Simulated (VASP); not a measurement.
# KGeF3 (Pm-3m) in VASP: further runs

The runs below take KGeF3 through single point, with PBE, r2SCAN.

All numbers are computed with VASP 6.6.1; they aren't measurements. Logs are shortened: lines on timing, memory, paths and dates and some standing lists are left out, and cuts for length are marked.

### Step 1. The structure

It takes space group Pm-3m (No. 221, cubic). The conventional cell has a = 4.388 Å, b = 4.388 Å, c = 4.388 Å, α = 90.00°, β = 90.00°, γ = 90.00°. Around K (site symmetry m-3m) lie 12 F at 3.10 Å. Ge (site symmetry m-3m) has 6 F at 2.19 Å as nearest neighbours. F (site symmetry 4/mmm) has 2 Ge at 2.19 Å as nearest neighbours.

The cell was built by a generator and needn't be a form met in nature.

### Step 2. Single point, PBE

INCAR reads:

```
PREC     = Accurate       # precision mode
ENCUT    = 520            # plane-wave cutoff, eV
EDIFF    = 1E-6           # SCF threshold, eV
ISMEAR   = -1             # smearing method
SIGMA    = 0.02           # smearing width, eV
LREAL    = False          # projectors in reciprocal space
LASPH    = True           # aspherical terms in the spheres
NELM     = 60             # most SCF steps
ALGO     = Normal         # electronic algorithm
ISIF     = 2              # what is computed and relaxed
LWAVE    = False          # write WAVECAR
LCHARG   = False          # write CHGCAR
GGA      = PE             # functional
NBANDS   = 30             # bands
```

KPOINTS reads:

```
Automatic mesh
0
Gamma
  6 6 6
```

POSCAR reads:

```
KGeF3
1.0
    4.3875292553      0.0000000000      0.0000000000
    0.0000000000      4.3875292553      0.0000000000
    0.0000000000      0.0000000000      4.3875292553
K Ge F
1 1 3
Direct
    0.0000000000      0.0000000000      0.0000000000
    0.5000000000      0.5000000000      0.5000000000
    0.5000000000      0.5000000000      0.0000000000
    0.5000000000      0.0000000000      0.5000000000
    0.0000000000      0.5000000000      0.5000000000
```

Potentials or basis: VASP PAW PBE potentials, release 64 (K_sv, Ge_d, F).

Launch:

```bash
cat potpaw_PBE.64/K_sv/POTCAR potpaw_PBE.64/Ge_d/POTCAR potpaw_PBE.64/F/POTCAR > POTCAR
mpirun -np 1 vasp_std > vasp.out
```

OUTCAR:

```text
PREC = Accurate
   ENCUT = 520
   EDIFF = 1E-6
   ISMEAR = -1
   LREAL = False
   LASPH = True
   NELM = 60
   ISIF = 2
   GGA = PE

 ion  position               nearest neighbor table
   1  0.000  0.000  0.000-
   2  0.500  0.500  0.500-   3 2.19   4 2.19   5 2.19   3 2.19   4 2.19   5 2.19
   3  0.500  0.500  0.000-   2 2.19   2 2.19
   4  0.500  0.000  0.500-   2 2.19   2 2.19
   5  0.000  0.500  0.500-   2 2.19   2 2.19

  LATTYP: Found a simple cubic cell.
 ALAT       =     4.3875292553

  Lattice vectors:

 A1 = (   4.3875292553,   0.0000000000,   0.0000000000)
 A2 = (   0.0000000000,   4.3875292553,   0.0000000000)
 A3 = (   0.0000000000,   0.0000000000,   4.3875292553)

Analysis of symmetry for initial positions (statically):
=====================================================================
 Subroutine PRICEL returns:
 Original cell was already a primitive cell.

 Routine SETGRP: Setting up the symmetry group for a
 simple cubic supercell.

 Subroutine GETGRP returns: Found 48 space group operations
 (whereof 48 operations were pure point group operations)
 out of a pool of 48 trial point group operations.

The static configuration has the point symmetry O_h .

Analysis of symmetry for dynamics (positions and initial velocities):
=====================================================================
 Subroutine PRICEL returns:
 Original cell was already a primitive cell.

 Routine SETGRP: Setting up the symmetry group for a
 simple cubic supercell.

 Subroutine GETGRP returns: Found 48 space group operations
 (whereof 48 operations were pure point group operations)
 out of a pool of 48 trial point group operations.

The dynamic configuration has the point symmetry O_h .

 Subroutine INISYM returns: Found 48 space group operations
 (whereof 48 operations are pure point group operations),
 and found     1 'primitive' translations

----------------------------------------------------------------------------------------

                                     Primitive cell

  volume of cell :      84.4618

  direct lattice vectors                    reciprocal lattice vectors
     4.387529255  0.000000000  0.000000000     0.227918708  0.000000000  0.000000000
     0.000000000  4.387529255  0.000000000     0.000000000  0.227918708  0.000000000
     0.000000000  0.000000000  4.387529255     0.000000000  0.000000000  0.227918708

  length of vectors
     4.387529255  4.387529255  4.387529255     0.227918708  0.227918708  0.227918708

  position of ions in fractional coordinates (direct lattice)
     0.000000000  0.000000000  0.000000000
     0.500000000  0.500000000  0.500000000
     0.500000000  0.500000000  0.000000000
     0.500000000  0.000000000  0.500000000
     0.000000000  0.500000000  0.500000000

  ion indices of the primitive-cell ions
   primitive index   ion index
                 1           1
                 2           2
                 3           3
                 4           4
                 5           5

----------------------------------------------------------------------------------------

 KPOINTS: Automatic mesh

Automatic generation of k-mesh.
 Grid dimensions read from file:
 generate k-points for:    6    6    6

 Generating k-lattice:

  Cartesian coordinates                     Fractional coordinates (reciprocal lattice)
     0.037986451  0.000000000  0.000000000     0.166666667  0.000000000  0.000000000
     0.000000000  0.037986451  0.000000000     0.000000000  0.166666667  0.000000000
     0.000000000  0.000000000  0.037986451     0.000000000  0.000000000  0.166666667

  Length of vectors
     0.037986451  0.037986451  0.037986451

  Shift w.r.t. Gamma in fractional coordinates (k-lattice)
     0.000000000  0.000000000  0.000000000

 Subroutine IBZKPT returns following result:
 ===========================================

 Found     20 irreducible k-points:

 Following reciprocal coordinates:
            Coordinates               Weight
  0.000000  0.000000  0.000000      1.000000
  0.166667  0.000000  0.000000      6.000000
  0.333333  0.000000  0.000000      6.000000
  0.500000  0.000000  0.000000      3.000000
  0.166667  0.166667  0.000000     12.000000
  0.333333  0.166667  0.000000     24.000000
[... 12 lines left out ...]
  0.500000  0.500000  0.333333      6.000000
  0.500000  0.500000  0.500000      1.000000
   k-points           NKPTS =     20   k-points in BZ     NKDIM =     20   number of bands    NBANDS=     30
   number of dos      NEDOS =    301   number of ions     NIONS =      5
   total plane-waves  NPLWV =  46656
   dimension x,y,z NGX =    36 NGY =   36 NGZ =   36
   dimension x,y,z NGXF=    72 NGYF=   72 NGZF=   72
   ions per type =               1   1   3
   NGX,Y,Z   is equivalent  to a cutoff of  13.64, 13.64, 13.64 a.u.
   NGXF,Y,Z  is equivalent  to a cutoff of  27.28, 27.28, 27.28 a.u.
 SYSTEM =  unknown system
   PREC   = accura    normal or accurate (medium, high low for compatibility)
   ISTART =      0    job   : 0-new  1-cont  2-samecut
   ICHARG =      2    charge: 1-file 2-atom 10-const
   ISPIN  =      1    spin polarized calculation?
   LNONCOLLINEAR =      F non collinear calculations
   LSORBIT =      F    spin-orbit coupling
   LASPH  =      T    aspherical Exc in radial PAW
   ENCUT  =  520.0 eV  38.22 Ry    6.18 a.u.   8.16  8.16  8.16*2*pi/ulx,y,z
   NELM   =     60;   NELMIN=  2; NELMDL= -5     # of ELM steps
   EDIFF  = 0.1E-05   stopping-criterion for ELM
   LREAL  =      F    real-space projection
   EDIFFG = 0.1E-04   stopping-criterion for IOM
   NSW    =      0    number of steps for IOM
   IBRION =     -1    ionic relax: 0-MD 1-quasi-New 2-CG
   NFREE  =      0    steps in history (QN), initial steepest desc. (CG)
   ISIF   =      2    stress and relaxation
   ISYM   =      2    0-nonsym 1-usesym 2-fastsym
   POTIM  = 0.5000    time-step for ionic-motion
   TEBEG  =    0.0;   TEEND  =   0.0 temperature during run
   PSTRESS=    0.0 pullay stress
   NELECT =      44.0000    total number of electrons
   NUPDOWN=      -1.0000    fix difference up-down
   EMIN   =  10.00;   EMAX   =-10.00  energy-range for DOS
   EFERMI =   0.00;   METHOD = LEGACY
   ISMEAR =    -1;   SIGMA  =   0.02  broadening in eV -4-tet -1-fermi 0-gaus
   EFERMI_NEDOS =   21; number of points for ismear=-14 and -15
   IALGO  =     38    algorithm
   IMIX   =      4    mixing-type and parameters
     AMIX     =   0.40;   BMIX     =  1.00
     AMIX_MAG =   1.60;   BMIX_MAG =  1.00
  volume/ion in A,a.u.               =      16.89       114.00
  Fermi-wavevector in a.u.,A,eV,Ry     =   1.317263  2.489265 23.608568  1.735181
  Thomas-Fermi vector in A             =   2.447316
   LORBIT       =      0    0 simple, 1 ext, 2 COOP (PROOUT), +10 PAW based schemes
   GGA     = PE    functional components
   LHFCALC =     F    Hartree Fock is set to
   AEXX    =    0.0000 exact exchange contribution
   IVDW    =     0    specifies the selected vdW correction
   LEPSILON=     F    determine dielectric tensor
   LRPA    =     F    only Hartree local field effects (RPA)
 non-spin polarized calculation
  energy-cutoff  :      520.00
  volume of cell :       84.46
 maximum number of plane-waves:      2301
 NGX is ok and might be reduce to    36
   NGX = 17   NGY = 17   NGZ = 17

 number of electron      43.9999974 magnetization

 Free energy of the ion-electron system (eV)
  ---------------------------------------------------
  ext. energy  EPLUGINS =         0.00000000
  ---------------------------------------------------
  free energy    TOTEN  =       -22.62957393 eV

  energy without entropy =      -22.62957393  energy(sigma->0) =      -22.62957393

 E-fermi :   3.1242     XC(G=0):  -8.9119

 val. band max:        2.6407986758   @ k =   0.5000   0.5000   0.5000
 cond. band min:       4.4183890892   @ k =   0.5000   0.5000   0.5000
 fundamental gap:      1.7775904134
 Fermi energy:         3.1242265288

 k-point     1 :       0.0000    0.0000    0.0000
  band No.  band energies     occupation
      1     -28.3505      2.00000
      2     -22.9526      2.00000
      3     -22.9526      2.00000
      4     -22.7337      2.00000
      5     -22.7337      2.00000
      6     -22.7337      2.00000
[... 22 lines left out ...]
     29       9.3452      0.00000
     30       9.3452      0.00000

 k-point     2 :       0.1667    0.0000    0.0000
  band No.  band energies     occupation
      1     -28.3491      2.00000
      2     -22.9524      2.00000
      3     -22.9253      2.00000
      4     -22.7340      2.00000
      5     -22.7340      2.00000
      6     -22.7337      2.00000
[... 22 lines left out ...]
     29       9.4474      0.00000
     30       9.7188      0.00000

 k-point     3 :       0.3333    0.0000    0.0000
  band No.  band energies     occupation
      1     -28.3464      2.00000
      2     -22.9522      2.00000
      3     -22.8696      2.00000
      4     -22.7345      2.00000
      5     -22.7345      2.00000
      6     -22.7337      2.00000
[... 22 lines left out ...]
     29       9.6847      0.00000
     30      10.3732      0.00000

 k-point     4 :       0.5000    0.0000    0.0000
  band No.  band energies     occupation
      1     -28.3451      2.00000
      2     -22.9520      2.00000
      3     -22.8410      2.00000
      4     -22.7348      2.00000
      5     -22.7348      2.00000
      6     -22.7337      2.00000
[... 484 lines left out ...]
     29       9.9302      0.00000
     30      10.3029      0.00000

 k-point    19 :       0.5000    0.5000    0.3333
  band No.  band energies     occupation
      1     -28.3382      2.00000
      2     -22.7921      2.00000
      3     -22.7502      2.00000
      4     -22.7359      2.00000
      5     -22.7356      2.00000
      6     -22.7356      2.00000
[... 22 lines left out ...]
     29       9.8921      0.00000
     30      10.2741      0.00000

 k-point    20 :       0.5000    0.5000    0.5000
  band No.  band energies     occupation
      1     -28.3373      2.00000
      2     -22.7502      2.00000
      3     -22.7502      2.00000
      4     -22.7359      2.00000
      5     -22.7359      2.00000
      6     -22.7359      2.00000
[... 22 lines left out ...]
     29      10.0320      0.00000
     30      10.4840      0.00000

------------------------ aborting loop because EDIFF is reached ----------------------------------------

  FORCE on cell =-STRESS in cart. coord.  units (eV):
  Direction    XX          YY          ZZ          XY          YZ          ZX
  --------------------------------------------------------------------------------------
  -------------------------------------------------------------------------------------
  Total        1.2279817      1.2279817      1.2279817     -0.0000000     -0.0000000      0.0000000
  in kB       23.2939099     23.2939099     23.2939099     -0.0000000     -0.0000000      0.0000000
  external PRESSURE =      23.2939099 kB  Pullay stress =       0.0000000 kB

 VOLUME and BASIS-vectors are now :
 -----------------------------------------------------------------------------
  energy-cutoff  :      520.00
  volume of cell :       84.46
      direct lattice vectors                 reciprocal lattice vectors
     4.387529255  0.000000000  0.000000000     0.227918708  0.000000000  0.000000000
     0.000000000  4.387529255  0.000000000     0.000000000  0.227918708  0.000000000
     0.000000000  0.000000000  4.387529255     0.000000000  0.000000000  0.227918708

 POSITION                                       TOTAL-FORCE (eV/Angst)
 -----------------------------------------------------------------------------------
      0.00000      0.00000      0.00000         0.000000      0.000000      0.000000
      2.19376      2.19376      2.19376         0.000000      0.000000      0.000000
      2.19376      2.19376      0.00000         0.000000      0.000000      0.000000
      2.19376      0.00000      2.19376         0.000000      0.000000      0.000000
      0.00000      2.19376      2.19376         0.000000      0.000000      0.000000
 -----------------------------------------------------------------------------------
    total drift:                                0.000000      0.000000      0.000000

  FREE ENERGIE OF THE ION-ELECTRON SYSTEM (eV)
  ---------------------------------------------------
  free  energy   TOTEN  =       -22.6295739339 eV

  energy  without entropy=      -22.6295739339  energy(sigma->0) =      -22.62957393
```

Wall time 42 s (1 thread of Intel Xeon Platinum 8488C (Sapphire Rapids), shared host); peak memory 0.22 GiB.

Results:

```yaml
Free_energy: -22.6296 eV
Pressure: 2.3 GPa
Band_gap_on_the_k_mesh: 1.78 eV, direct
```

Levels at points of the mesh, in eV from the valence-band top:
| k point | band 18 | band 19 | band 20 | band 21 | band 22 | band 23 | band 24 | band 25 | band 26 | band 27 |
| --- | --- | --- | --- | --- | --- | --- | --- | --- | --- | --- |
| (0.00, 0.00, 0.00) | -5.21 | -5.21 | -5.16 | -5.16 | -5.16 | 3.18 | 4.93 | 4.93 | 5.72 | 5.72 |
| (0.50, 0.00, 0.00) | -5.38 | -5.34 | -5.23 | -5.23 | -2.81 | 2.33 | 5.08 | 5.08 | 5.66 | 6.02 |
| (0.50, 0.50, 0.00) | -5.53 | -5.44 | -5.44 | -4.82 | -1.30 | 2.42 | 2.42 | 5.07 | 5.46 | 6.30 |
| (0.50, 0.50, 0.50) | -5.72 | -4.81 | -4.81 | -4.81 | 0.00 | 1.78 | 1.78 | 1.78 | 6.98 | 7.39 |

A k mesh can miss the band edges.

[end of part 1 of 2]
